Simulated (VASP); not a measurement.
GaN (zinc blende), at 1.04 of the tabulated volume:

```
GaN
1.0
    0.00000     2.28974     2.28974
    2.28974     0.00000     2.28974
    2.28974     2.28974     0.00000
Ga N
1 1
Direct
  0.00000   0.00000   0.00000
  0.25000   0.25000   0.25000
```

The lowest empty band near Γ, direction [110], from mBJ (TB09) with spin-orbit coupling in VASP (PAW); its two spin partners are averaged. The gap over the points computed is 2.58 eV, and the next band on that side lies 8.60 eV away at the edge.

Settings: 520 eV cut-off, 11×11×11 Γ-centred mesh, Gaussian smearing of 0.050 eV, potentials Ga_d N.

```
distance from the edge in k (1/Å)  distance in energy (meV)
---------------------------------  ------------------------
0.018                                                   5.9
0.025                                                  11.4
0.035                                                  22.2
0.050                                                  45.0
0.070                                                  86.4
```

Q: Fit E(1 + αE) = ħ²k²/2m* (ħ²/2m0 = 3.810 eV Å²) and predict the row at 0.095 1/Å.

A: Least squares on the energies gives the electron mass m* = 0.208 m0 and α = 0.48 per eV, and so 154.4 meV. The run gave 154.7 meV, +0.3 meV from the fit.

Left out are points under 3 meV from the edge, since the levels carry 0.1 meV, and points farther than half the way to the next band.

The compound is GaN in the zinc blende structure, a metastable form; wurtzite is the usual one. The cell was not relaxed at this level.
